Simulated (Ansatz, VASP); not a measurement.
# Al34Ga20O81 (amorphous 37Ga2O3-63Al2O3 (mol %)): VASP beside Ansatz

One calculation is typed for both programs; each brings its own data sets. How far apart do they land? Of the first pair: The structure shown is the start of the Ansatz relaxation below; VASP solves that cell, so the two are compared at the walk's first step.

Main program and level: Ansatz 0.2.0; plane waves, with VASP 6.6.1 beside it; single point at PBE.

### 1. Set-up

The cell holds 135 atoms: 20 Ga, 34 Al and 81 O. Cell: a = 11.455 Å, b = 11.748 Å, c = 11.344 Å, α = 90.5°, β = 90.8°, γ = 91.3°. As first built, before any earlier steps moved the atoms (in the runner's words): 135 atoms (20 Fe, 34 Al, 81 O) placed at random at 3.55 g/cm^3, melted at 5000 K for 10 ps at fixed volume with the Morse and Coulomb pair potential with partial charges (Pedone, Malavasi, Menziani, Cormack and Segre, J. Phys. Chem. B 110, 11780 (2006)). Quenched from 5000 K to 300 K at 50 K/ps and fixed volume, held 10 ps at zero pressure, then minimised at fixed cell. Then Fe was replaced by Ga and the cell scaled by 1.006 (the potential has no terms for the new elements, so the cell is a start for a DFT relaxation).

### 2. Ansatz: relaxation, PBE

Ansatz runs on its PAW soft_1 files.

The two programs are compared at the cell with which this relaxation starts, whose forces are those of its first step.

Input file input.yaml:

```yaml
crystal:
  lattice:
    - [11.4536, -0.12709, -0.07499]
    - [-0.12709, 11.74721, -0.05354]
    - [-0.07499, -0.05354, 11.34365]
  atoms:
    - { symbol: Ga, position: [0.68021, 0.83479, 0.45354] }
    - { symbol: Ga, position: [0.24809, 0.6375, 0.34681] }
    - { symbol: Ga, position: [0.31527, 0.20717, 0.38412] }
    - { symbol: Ga, position: [0.58083, 0.62081, 0.82268] }
    - { symbol: Ga, position: [0.09809, 0.40494, 0.69892] }
    - { symbol: Ga, position: [0.85645, 0.40468, 0.84763] }
    - { symbol: Ga, position: [0.2269, 0.77227, 0.12696] }
    - { symbol: Ga, position: [0.52546, 0.90638, 0.7697] }
    - { symbol: Ga, position: [0.75709, 0.52153, 0.3295] }
    - { symbol: Ga, position: [0.45425, 0.58634, 0.08491] }
    - { symbol: Ga, position: [0.14676, 0.46605, 0.16148] }
    - { symbol: Ga, position: [0.38379, 0.78069, 0.52649] }
    - { symbol: Ga, position: [0.38516, 0.5205, 0.64455] }
    - { symbol: Ga, position: [0.86305, 0.13241, 0.00267] }
    - { symbol: Ga, position: [0.43239, 0.88264, 0.01186] }
    - { symbol: Ga, position: [0.95927, 0.64895, 0.20592] }
    - { symbol: Ga, position: [0.87665, 0.70784, 0.74051] }
    - { symbol: Ga, position: [0.717, 0.93335, 0.95465] }
    - { symbol: Ga, position: [0.31967, 0.43165, 0.88811] }
    - { symbol: Ga, position: [0.32256, 0.20976, 0.13409] }
    - { symbol: Al, position: [0.9514, 0.82486, 0.00706] }
    - { symbol: Al, position: [0.14639, 0.88535, 0.47726] }
    - { symbol: Al, position: [0.84852, 0.38458, 0.13395] }
    - { symbol: Al, position: [0.07928, 0.58583, 0.91792] }
    - { symbol: Al, position: [0.3276, 0.72007, 0.84415] }
    - { symbol: Al, position: [0.43468, 0.29764, 0.59564] }
    - { symbol: Al, position: [0.17788, 0.99908, 0.01805] }
    - { symbol: Al, position: [0.73511, 0.01898, 0.6543] }
    - { symbol: Al, position: [0.01221, 0.94968, 0.23951] }
    - { symbol: Al, position: [0.67558, 0.60225, 0.55649] }
[... 99 atom lines left out ...]
    - { symbol: O, position: [0.95875, 0.66227, 0.99431] }
    - { symbol: O, position: [0.3054, 0.88084, 0.8668] }
    - { symbol: O, position: [0.80311, 0.36631, 0.28658] }
    - { symbol: O, position: [0.20045, 0.26844, 0.49056] }
    - { symbol: O, position: [0.90301, 0.62149, 0.36845] }
    - { symbol: O, position: [0.59203, 0.2902, 0.61014] }
kpoints:
  mp_grid: { grid: [1, 1, 1] }
hamiltonian:
  xc: pbe
  pseudopotentials: { kind: paw, azcp: { folder: soft_1 } }
scf:
  occupations: { method: fixed }
output:
  forces: true
  eigenvalues: true
  stress: true
relax:
  f_tol: 0.05
  max_steps: 70
```

The run is started by

```bash
ansatz run input.yaml --threads 4 --pin off --max-ram 8192MiB --backend cpu --events-out ev --progress --plain --runs-dir out
```

Numbers of over 12 decimals in the logs are rounded to 6 here.

What it wrote:

```text
Warning: output.stress: scf.convergence.dr2_threshold = 1e-7 eV (the SCF's general default) is looser than the 1.08e-8 eV advised for a printed stress (1e-10 eV for each atom of the cell: 135, of which 108 are counted). What an SCF threshold leaves in a stress goes as its square root, and in the free energy as the threshold itself, and one threshold admits the most on a small cell: [figures from the program's tests c [...]
Engine: ansatz 0.2.0, aarch64-unknown-linux-gnu
Pseudopotentials: kind: paw
Pseudopotential: Ga, paw, valence charge 13, recommended cutoff 420 eV (normal), soft_1/Ga.paw.azcp
Pseudopotential: Al, paw, valence charge 3, recommended cutoff 420 eV (normal), soft_1/Al.paw.azcp
Pseudopotential: O, paw, valence charge 6, recommended cutoff 420 eV (normal), soft_1/O.paw.azcp
Functional definition: PBE
  parameter kappa = 0.804
  parameter beta = 0.066725
  exchange = pbe_x(kappa = kappa, mu = beta*pi^2/3)
  correlation = pbe_c(beta = beta)
Crystal: 135 atoms, lattice volume = 1525.981 Å³
Basis set: ecut = 420 eV, 29815 PW (Γ), exchange–correlation on 160×160×160 points (8 copies of the dense FFT grid, shifted against one another)
Bands: 559, of which v1, the nominal top of the filled ones, is band 424 counted from 1 (423 counted from 0)
Symmetry: 1 space group operations
Space group: P1 (ITA 1), of the structure as read, at distance tolerance 1.2e-4 Å
k-points: 1
Non-local potential: Ga, projectors of the file, l = 0: 2, l = 1: 2, l = 2: 3, l = 3: 1
Non-local potential: Al, projectors of the file, l = 0: 2, l = 1: 2, l = 2: 1
Non-local potential: O, projectors of the file, l = 0: 2, l = 1: 2, l = 2: 1
PAW form: soft (Blöchl's): semilocal exchange-correlation on the pseudo side does not see the compensation charge
PAW one-centre angular grid: Ga, 590 points (default); XC on 64 Gauss nodes
PAW one-centre angular grid: Al, 110 points (default); XC on 64 Gauss nodes
PAW one-centre angular grid: O, 110 points (default); XC on 64 Gauss nodes
Initial density: superposition of atomic densities (chi_scale 0.1, normalization cell, long waves 22 % of neutral atoms (reshape's long-wave potential 1.22 eV rms, cloud 1.88 Å wide))
Initial wavefunctions: pseudopotential atomic-orbital guess
Functional: x = pbe(κ = 0.804, μ = 0.219515), c = pbe(β = 0.066725)
SCF iter   1: F=—  HF=-140073.629789 eV  |F-HF|=—  |Δ(HF+E_count)|=         —  Δρ=1.17e-1  dr2=1.68e2  ethr=3.10e-3  ⟨swp⟩=4.0  Hψ=1721  notcnv=0  defer=131
preconditioner: auto → Resta (q_TF=auto, 2.474 Å⁻¹)  ε∞=3.5  [insulator: Δε(μ)=1.368 eV  Ē_g=17.600 eV  n_scr=396 (ndim 8)  ℏωp=27.7 eV  f_vac=0.003  ε∞_Penn≈3.5]
SCF iter   2: F=—  HF=-140028.123527 eV  |F-HF|=—  |Δ(HF+E_count)|=    4.55e1  Δρ=4.83e-2  dr2=2.48e1  ethr=3.10e-3  ⟨swp⟩=2.0  Hψ=1071  notcnv=0  defer=131
SCF iter   3: F=—  HF=-140020.364407 eV  |F-HF|=—  |Δ(HF+E_count)|=    7.76e0  Δρ=1.82e-2  dr2=5.06e0  ethr=2.92e-3  ⟨swp⟩=4.0  Hψ=778  notcnv=0  defer=131
SCF iter   4: F=—  HF=-140019.433467 eV  |F-HF|=—  |Δ(HF+E_count)|=   9.31e-1  Δρ=5.00e-3  dr2=2.64e-1  ethr=5.97e-4  ⟨swp⟩=2.0  Hψ=992  notcnv=0  defer=133
SCF iter   5: F=—  HF=-140019.615397 eV  |F-HF|=—  |Δ(HF+E_count)|=   1.82e-1  Δρ=4.26e-3  dr2=2.10e-1  ethr=3.12e-5  ⟨swp⟩=3.0  Hψ=857  notcnv=0  defer=133
SCF iter   6: F=—  HF=-140019.596880 eV  |F-HF|=—  |Δ(HF+E_count)|=   1.85e-2  Δρ=6.97e-4  dr2=7.24e-3  ethr=2.48e-5  ⟨swp⟩=2.0  Hψ=837  notcnv=0  defer=133
SCF iter   7: F=—  HF=-140019.598838 eV  |F-HF|=—  |Δ(HF+E_count)|=   1.96e-3  Δρ=4.49e-4  dr2=2.70e-3  ethr=8.54e-7  ⟨swp⟩=2.0  Hψ=957  notcnv=0  defer=133
SCF iter   8: F=—  HF=-140019.599713 eV  |F-HF|=—  |Δ(HF+E_count)|=   8.75e-4  Δρ=1.30e-4  dr2=2.91e-4  ethr=3.18e-7  ⟨swp⟩=2.0  Hψ=831  notcnv=0  defer=133
SCF iter   9: F=—  HF=-140019.600002 eV  |F-HF|=—  |Δ(HF+E_count)|=   2.88e-4  Δρ=1.11e-4  dr2=1.60e-4  ethr=3.43e-8  ⟨swp⟩=2.0  Hψ=854  notcnv=0  defer=133
[...]
- { symbol: Al, position: [0.013037, 0.956142, 0.250946] }
    - { symbol: Al, position: [0.678092, 0.601749, 0.561709] }
    - { symbol: Al, position: [0.514460, 0.629578, 0.321045] }
    - { symbol: Al, position: [0.932481, 0.990831, 0.500111] }
    - { symbol: Al, position: [0.617396, 0.234349, 0.199868] }
    - { symbol: Al, position: [0.642080, 0.213072, 0.472002] }
    - { symbol: Al, position: [0.856838, 0.193736, 0.319825] }
    - { symbol: Al, position: [0.162718, 0.666216, 0.652337] }
    - { symbol: Al, position: [0.095188, 0.366135, 0.413820] }
    - { symbol: Al, position: [0.796851, 0.621475, 0.997262] }
    - { symbol: Al, position: [0.900914, 0.188491, 0.730326] }
    - { symbol: Al, position: [0.555710, 0.122792, 0.969771] }
    - { symbol: Al, position: [0.934365, 0.705333, 0.502503] }
    - { symbol: Al, position: [0.470270, 0.405409, 0.315851] }
    - { symbol: Al, position: [0.148654, 0.160178, 0.588245] }
    - { symbol: Al, position: [0.279959, 0.964447, 0.719415] }
    - { symbol: Al, position: [0.307363, 0.947503, 0.295214] }
    - { symbol: Al, position: [0.590604, 0.385710, 0.961324] }
    - { symbol: Al, position: [0.607888, 0.987427, 0.257326] }
    - { symbol: Al, position: [0.056624, 0.210898, 0.183737] }
    - { symbol: Al, position: [0.194878, 0.176958, 0.849523] }
    - { symbol: Al, position: [0.463474, 0.00971791, 0.507518] }
    - { symbol: Al, position: [0.031605, 0.950583, 0.762887] }
    - { symbol: Al, position: [0.685777, 0.779076, 0.161855] }
    - { symbol: Al, position: [0.647447, 0.269001, 0.749175] }
    - { symbol: Al, position: [0.853886, 0.368974, 0.541433] }
    - { symbol: O, position: [0.900159, 0.229527, 0.132843] }
    - { symbol: O, position: [0.00302765, 0.479882, 0.818748] }
    - { symbol: O, position: [0.635484, 0.676601, 0.430648] }
    - { symbol: O, position: [0.758987, 0.482905, 0.510291] }
    - { symbol: O, position: [0.847654, 0.331918, 0.690698] }
    - { symbol: O, position: [0.069524, 0.062717, 0.141030] }
    - { symbol: O, position: [0.311689, 0.915322, 0.480026] }
    - { symbol: O, position: [0.331571, 0.697684, 0.662512] }
    - { symbol: O, position: [0.403279, 0.162102, 0.511780] }
    - { symbol: O, position: [0.107006, 0.041208, 0.874987] }
    - { symbol: O, position: [0.439474, 0.419766, 0.00982503] }
    - { symbol: O, position: [0.370424, 0.307706, 0.242725] }
    - { symbol: O, position: [0.312355, 0.785042, 0.267651] }
    - { symbol: O, position: [0.574377, 0.275566, 0.344168] }
    - { symbol: O, position: [0.944982, 0.836749, 0.824677] }
    - { symbol: O, position: [0.169520, 0.720519, 0.489867] }
    - { symbol: O, position: [0.087178, 0.041867, 0.513595] }
    - { symbol: O, position: [0.146643, 0.891893, 0.667591] }
    - { symbol: O, position: [0.833894, 0.467933, 0.997588] }
    - { symbol: O, position: [0.751961, 0.792453, 0.011701] }
    - { symbol: O, position: [0.534175, 0.859545, 0.529705] }
    - { symbol: O, position: [0.369114, 0.565227, 0.843392] }
    - { symbol: O, position: [0.917510, 0.045013, 0.343860] }
    - { symbol: O, position: [0.609274, 0.560751, 0.976797] }
[...]
- { symbol: O, position: [0.262995, 0.138405, 0.993112] }
    - { symbol: O, position: [0.705112, 0.119517, 0.257014] }
    - { symbol: O, position: [0.961102, 0.670914, 0.988471] }
    - { symbol: O, position: [0.319537, 0.873124, 0.836456] }
    - { symbol: O, position: [0.802715, 0.370219, 0.281239] }
    - { symbol: O, position: [0.192288, 0.265306, 0.482403] }
    - { symbol: O, position: [0.896495, 0.628286, 0.370023] }
    - { symbol: O, position: [0.595009, 0.290213, 0.601300] }
```

Reading the cycles: dr2 is the Hartree energy of the density residual (eV), the measure of convergence; HF is the Harris–Foulkes estimate of the energy, which meets the free energy F at convergence.

### 3. VASP: single point, PBE, start cell, pair 1

The same cell, functional and mesh now go to VASP, with its own data sets.

Lines of VASP's logs that name or quote its potential files are left out, and so is its time.

Input file INCAR:

```
SYSTEM = Al34Ga20O81
PREC = Accurate
ENCUT = 520
EDIFF = 1E-06
NELM = 120
ISMEAR = 0
SIGMA = 0.01
LREAL = Auto
ALGO = Normal
GGA = PE
NBANDS = 518
LORBIT = 11
LWAVE = .FALSE.
LCHARG = .FALSE.
ISIF = 2
LASPH = .TRUE.
GGA_COMPAT = .FALSE.
EFERMI = MIDGAP
```

Input file POSCAR:

```
Al34Ga20O81
1.0
   11.4536000000     -0.1270900000     -0.0749900000
   -0.1270900000     11.7472100000     -0.0535400000
   -0.0749900000     -0.0535400000     11.3436500000
Ga Al O
20 34 81
Direct
    0.6802057168      0.8347879961      0.4535403663
    0.2480902887      0.6374959001      0.3468139286
    0.3152662980      0.2071668957      0.3841209430
    0.5808297205      0.6208081697      0.8226800448
    0.0980893115      0.4049375553      0.6989228400
    0.8564463592      0.4046771746      0.8476276444
    0.2269040762      0.7722714203      0.1269576326
    0.5254602312      0.9063761177      0.7697021364
    0.7570886550      0.5215331690      0.3294968519
    0.4542489107      0.5863414736      0.0849071373
    0.1467608170      0.4660508667      0.1614787090
    0.3837919513      0.7806929652      0.5264865242
    0.3851614824      0.5205031140      0.6445501224
    0.8630498828      0.1324082964      0.0026719134
    0.4323937222      0.8826426122      0.0118640729
    0.9592719170      0.6489488829      0.2059196576
    0.8766492693      0.7078412689      0.7405057235
    0.7169980235      0.9333480334      0.9546520860
    0.3196687080      0.4316493857      0.8881076606
    0.3225635529      0.2097582331      0.1340943609
    0.9514005120      0.8248589741      0.0070619663
    0.1463914001      0.8853470250      0.4772607909
    0.8485210849      0.3845773091      0.1339534334
    0.0792840478      0.5858260702      0.9179241812
    0.3276014999      0.7200714517      0.8441480002
    0.4346837730      0.2976395698      0.5956400769
    0.1778764902      0.9990774499      0.0180479444
    0.7351119310      0.0189795330      0.6542992959
    0.0122106424      0.9496787257      0.2395138668
    0.6755841802      0.6022497570      0.5564881242
[... 99 atom lines left out ...]
    0.9587493084      0.6622664481      0.9943143835
    0.3054015594      0.8808408032      0.8667988063
    0.8031138421      0.3663092012      0.2865777507
    0.2004525298      0.2684416063      0.4905567695
    0.9030100203      0.6214914407      0.3684520743
    0.5920265843      0.2901972164      0.6101416416
```

Input file KPOINTS:

```
Automatic mesh
0
Gamma
1 1 1
0 0 0
```

PAW data sets: Ga_d, Al and O (PBE family, release 64).

The run is started by

```bash
export OMP_NUM_THREADS=3
mpirun -np 1 vasp_gam
```

What it wrote:

```text
[banner, memory and clock lines left out]
running    1 mpi-ranks, on    1 nodes
[...]
Offloading initialized ...    1 GPUs detected
[...]
LDA part: xc-table for (Slater+PW92), standard interpolation
 POSCAR, INCAR and KPOINTS ok, starting setup
[...]
entering main loop
       N       E                     dE             d eps       ncg     rms          rms(c)
DAV:   1     0.213033257798E+05    0.21303E+05   -0.32196E+05  1036   0.253E+03
DAV:   2     0.495503213209E+04   -0.16348E+05   -0.15390E+05  1044   0.783E+02
DAV:   3    -0.330525874676E+03   -0.52856E+04   -0.49095E+04  1444   0.335E+02
DAV:   4    -0.101251212319E+04   -0.68199E+03   -0.67119E+03  1496   0.129E+02
[...]
DAV:  17    -0.911129501826E+03   -0.96224E-05   -0.12100E-04  1280   0.315E-02    0.706E-03
DAV:  18    -0.911129502381E+03   -0.55484E-06   -0.16822E-05  1368   0.200E-02    0.448E-03
DAV:  19    -0.911129502786E+03   -0.40502E-06   -0.77944E-06  1104   0.957E-03
   1 F= -.91112950E+03 E0= -.91112950E+03  d E =0.000000E+00
```

From OUTCAR (step 3):

```text
  Total      -86.3008437    -88.6707481    -89.6038316     -3.8439307     -0.6711510      1.3245892
  in kB      -90.6101050    -93.0983459    -94.0780210     -4.0358698     -0.7046636      1.3907299
  external PRESSURE =     -92.5954906 kB  Pullay stress =       0.0000000 kB

 POSITION                                       TOTAL-FORCE (eV/Angst)
 -----------------------------------------------------------------------------------
      7.65070      9.69570      5.04910        -0.149268      0.027318     -0.076940
[...]
9.40960      5.30250     11.24820        -0.043250     -0.012281     -0.009022
      8.57020      9.06990      0.05780        -0.054799     -0.002112      0.311409
      5.99200      9.97250      5.94710        -0.109431      0.142832     -0.206565
      4.34670      6.61660      9.31250        -0.144668      0.035588     -0.056676
     10.48610      0.39420      3.68810         0.175059     -0.081456      0.176431
      6.80610      6.48900     11.06810        -0.034544     -0.083507     -0.292352
      7.90110     10.13000      3.20230        -0.392087     -0.018927     -0.091035
      6.26460      6.76520      7.38880         0.280214      0.079255      0.040614
      8.85700     10.90350      5.87360        -0.006094      0.152288      0.118388
     -0.08740      7.76400      7.20410        -0.090037      0.283705     -0.219919
      3.09420      1.17120      2.98540         0.277418      0.215759      0.181743
      1.53840     10.67550      3.47980        -0.126380      0.145759      0.142020
[...]
-----------------------------------------------------------------------------------
    total drift:                               -0.032983     -0.018482      0.046949

  FREE ENERGIE OF THE ION-ELECTRON SYSTEM (eV)
  ---------------------------------------------------
  free  energy   TOTEN  =      -911.1295027863 eV

  energy  without entropy=     -911.1295027863  energy(sigma->0) =     -911.12950279

[... 3 further parts left out ...]
[key lines of the parts left out:]
E-fermi :   4.8094
```

The run ends at a pressure of -9.26 GPa, with forces up to 0.56 eV/Å.

### 4. Differences

Known differences besides the potentials themselves: fixed occupations in Ansatz, narrow Gaussian smearing in VASP; the cutoff is 420 eV in Ansatz and 520 eV in VASP (PREC = Accurate, projectors in real space). Total energies have different zeros and are not compared.

Forces on 10 of the 135 atoms, those with the largest forces and the largest differences (eV/Å; atoms numbered as in POSCAR):

```tsv
atom	Ansatz x, y, z	VASP x, y, z
O67	-0.435, 0.088, -0.225	-0.389, 0.111, -0.194
O83	0.298, 0.285, 0.183	0.277, 0.216, 0.182
O85	0.018, -0.213, -0.103	-0.034, -0.170, -0.093
O92	0.448, -0.149, 0.179	0.453, -0.148, 0.176
O102	0.071, 0.171, -0.572	0.075, 0.119, -0.547
O105	-0.059, 0.405, -0.247	-0.018, 0.367, -0.247
O107	0.035, -0.511, 0.129	-0.003, -0.508, 0.132
O112	-0.327, 0.055, -0.057	-0.272, 0.019, -0.048
O119	-0.391, 0.263, -0.075	-0.346, 0.271, -0.107
O132	0.080, 0.244, -0.425	0.086, 0.190, -0.418
```

The forces differ by 19 meV/Å r.m.s., which is 11.6 % of the r.m.s. force of 0.162 eV/Å (both taken over all components).

(Continued in part 2 of 2.)

[Lines on the potential files, build, host, timing and source positions are cut from VASP's logs without a mark.]

[Logs are printed without paths, hosts, clocks, repeated set-up lines and the standing remarks that a program may print on its own settings, such as how far it seeks lower states.]

[Hosts, paths, dates, database ids (printed as entryN), source tags and the programs' standing remarks are cut or masked in the printed files.]
